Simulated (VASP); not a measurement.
**CoP (relaxed from the wurtzite structure, space group P6_3mc): computed properties**

These are PBEsol GGA, VASP's PBE PAW potentials (set 64) (plane waves; VASP) values and carry that method's errors.

```
Quantity                                                                                  Value
----------------------------------  -----------------------------------------------------------
space group                                                                        P6_3mc (186)
cell                                a = b = 3.4721 Å, c = 5.6819 Å, α = β = 90.00°, γ = 120.00°
volume per atom                                                                   14.83 Å³/atom
band gap (over mesh and band path)                     none (metal, semimetal or under 0.01 eV)
cell moment                                                                             0.00 μB
density                                                                              5.03 g/cm³
```

CoP is taken in the hexagonal space group P6₃mc (No. 186), the wurtzite structure, Pearson symbol hP4. Lattice parameters: a = 3.4721 Å, b = 3.4721 Å, c = 5.6819 Å, α = 90.00°, β = 90.00°, γ = 120.00°. Co on 2b sees 4 P at 2.124–2.138 Å (tetrahedral). P on 2b sees 4 Co at 2.124–2.138 Å (tetrahedral). (Neighbours: up to the widest gap in distance over summed covalent radii, below 1.35, at either atom; cation-cation and far metal-metal contacts left out.)

The structure was generated: CoP was put into the wurtzite type (P6_3mc), which need not be its known phase. It was relaxed first, which changed the volume by -24 %. Symmetry was kept, so distortions that lower it aren't found.
